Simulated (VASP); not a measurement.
All values below come from PBEsol GGA, VASP's PBE PAW potentials (set 64) (plane waves; VASP).

VASP ran on this input.

File POSCAR:
```
BaCa3O4
1
   -0.0202903487     4.9932378764     4.9953597079
    4.9932378764    -0.0202903487     4.9953597079
    2.4864737639     2.4864737639    -0.0000000000
Ca O Ba
3 4 1
Direct
  0.0000000000   1.0000000000   1.0000000000
  0.0000000000   0.5000000000   1.0000000000
  0.5000000000   1.0000000000   1.0000000000
  0.2395821549   0.2395821549   0.5208356904
  0.2271763989   0.7728236011   0.5000000000
  0.7728236011   0.2271763989   0.5000000000
  0.7604178451   0.7604178451   0.4791643096
  0.5000000000   0.5000000000   1.0000000000
```

INCAR:
```
# general
SYSTEM =BaCa3O4
PREC   =Accurate
ENCUT  =520
LREAL  =.False.   # projection in real space or not
LASPH  =.True.   # aspherical one-centre terms

# electronic loop
EDIFF  =1E-7   # SCF stop (eV)
NELM   =100
ALGO   =Normal   # blocked Davidson
LMAXMIX=4   # l cut-off of mixed one-centre charges

# smearing
ISMEAR =-5

# functional
GGA    =PS   # PBEsol

# ions
ISIF   =2

# output
LWAVE  =.False.
LCHARG =.True.
LORBIT =11   # lm-projected
NEDOS  =601   # DOS grid

# other
LEFG   =.True.
```

KPOINTS:
```
K-points
0
Gamma
  5 5 9
0 0 0
```

POTCAR, in this order: Ca_sv O Ba_sv (PBE.64 set). Program: vasp_std.

Output

File OSZICAR:
```
       N       E                     dE             d eps       ncg     rms          rms(c)
DAV:   1     0.677102042200E+03    0.67710E+03   -0.32941E+04  5244   0.168E+03
DAV:   2    -0.289301241800E+01   -0.68000E+03   -0.66346E+03  6736   0.457E+02
DAV:   3    -0.567302834763E+02   -0.53837E+02   -0.53516E+02  7338   0.130E+02
DAV:   4    -0.586948704313E+02   -0.19646E+01   -0.19605E+01  7890   0.232E+01
DAV:   5    -0.587768561766E+02   -0.81986E-01   -0.81956E-01  7666   0.376E+00    0.178E+01
DAV:   6    -0.518351401235E+02    0.69417E+01   -0.47041E+01  6732   0.364E+01    0.969E+00
DAV:   7    -0.517984140974E+02    0.36726E-01   -0.56254E+00  6632   0.124E+01    0.469E+00
DAV:   8    -0.517370973059E+02    0.61317E-01   -0.64893E-01  6320   0.441E+00    0.120E+00
DAV:   9    -0.517198654739E+02    0.17232E-01   -0.16530E-01  7896   0.188E+00    0.321E-01
DAV:  10    -0.517226315111E+02   -0.27660E-02   -0.15389E-02  7690   0.559E-01    0.200E-01
DAV:  11    -0.517234386081E+02   -0.80710E-03   -0.26131E-03  6786   0.303E-01    0.816E-02
DAV:  12    -0.517233599299E+02    0.78678E-04   -0.14293E-03  6344   0.180E-01    0.440E-02
DAV:  13    -0.517233314294E+02    0.28501E-04   -0.40507E-04  6080   0.974E-02    0.183E-02
DAV:  14    -0.517233288978E+02    0.25316E-05   -0.60305E-05  6176   0.410E-02    0.612E-03
DAV:  15    -0.517233292355E+02   -0.33772E-06   -0.59389E-06  6912   0.120E-02    0.292E-03
DAV:  16    -0.517233291216E+02    0.11394E-06   -0.14788E-06  6576   0.644E-03    0.188E-03
DAV:  17    -0.517233289973E+02    0.12426E-06   -0.45823E-07  5362   0.308E-03    0.650E-04
DAV:  18    -0.517233289784E+02    0.18886E-07   -0.63151E-08  3846   0.148E-03
   1 F= -.51723329E+02 E0= -.51723329E+02  d E =0.000000E+00
```

OUTCAR:
```
------------------------ aborting loop because EDIFF is reached ----------------------------------------
  FORCE on cell =-STRESS in cart. coord.  units (eV):
  Direction    XX          YY          ZZ          XY          YZ          ZX
  --------------------------------------------------------------------------------------
  Total       -0.0428762     -0.0428762     -0.0310132      0.0259969      0.0000000      0.0000000
  in kB       -0.5515724     -0.5515724     -0.3989633      0.3344320      0.0000000      0.0000000
  external PRESSURE =      -0.5007027 kB  Pullay stress =       0.0000000 kB
  volume of cell :      124.54
      direct lattice vectors                 reciprocal lattice vectors
    -0.020290349  4.993237876  4.995359708    -0.099730166  0.099730166  0.100092892
     4.993237876 -0.020290349  4.995359708     0.099730166 -0.099730166  0.100092892
     2.486473764  2.486473764  0.000000000     0.201087985  0.201087985 -0.200185784
 POSITION                                       TOTAL-FORCE (eV/Angst)
 -----------------------------------------------------------------------------------
      0.00000      0.00000      0.00000        -0.000000     -0.000000      0.000000
      2.49662     -0.01015      2.49768         0.000000     -0.000000      0.000000
     -0.01015      2.49662      2.49768        -0.000000     -0.000000      0.000000
      2.48647      2.48647      2.39360        -0.000000     -0.000000      0.007131
      5.09752      2.36190      4.99536         0.005733     -0.005733      0.000000
      2.36190      5.09752      4.99536        -0.005733      0.005733      0.000000
      4.97295      4.97295      7.59712         0.000000      0.000000     -0.007131
      2.48647      2.48647      4.99536         0.000000     -0.000000      0.000000
 -----------------------------------------------------------------------------------
    total drift:                                0.000000      0.000000      0.000000
  FREE ENERGIE OF THE ION-ELECTRON SYSTEM (eV)
  ---------------------------------------------------
  free  energy   TOTEN  =       -51.7233289784 eV

  energy  without entropy=      -51.7233289784  energy(sigma->0) =      -51.72332898

 total charge

# of ion       s       p       d       tot
------------------------------------------
    1        2.041   5.880   0.301   8.223
    2        2.034   5.862   0.257   8.154
    3        2.034   5.862   0.257   8.154
    4        1.548   3.400   0.000   4.948
    5        1.551   3.416   0.000   4.967
    6        1.551   3.416   0.000   4.967
    7        1.548   3.400   0.000   4.948
    8        2.030   5.628   0.476   8.134
--------------------------------------------------
tot         14.338  36.864   1.292  52.494

 Electric field gradients after diagonalization (V/A^2)
 (convention: |V_zz| > |V_xx| > |V_yy|)
----------------------------------------------------------------------
 ion       V_xx      V_yy      V_zz     asymmetry (V_yy - V_xx)/ V_zz
----------------------------------------------------------------------
   1      10.908     2.845   -13.753       0.586
   2      14.610     1.003   -15.613       0.871
   3      14.610     1.003   -15.613       0.871
   4      15.985    13.880   -29.866       0.070
   5     -17.673   -12.906    30.579       0.156
   6     -17.673   -12.906    30.579       0.156
   7      15.985    13.880   -29.866       0.070
   8     -81.138    -7.733    88.871       0.826
```
(Selected blocks of OUTCAR.)

The structure was generated: BaCa3O4 was put into an ordered model structure (Cmmm), which need not be its known phase. It was relaxed first.
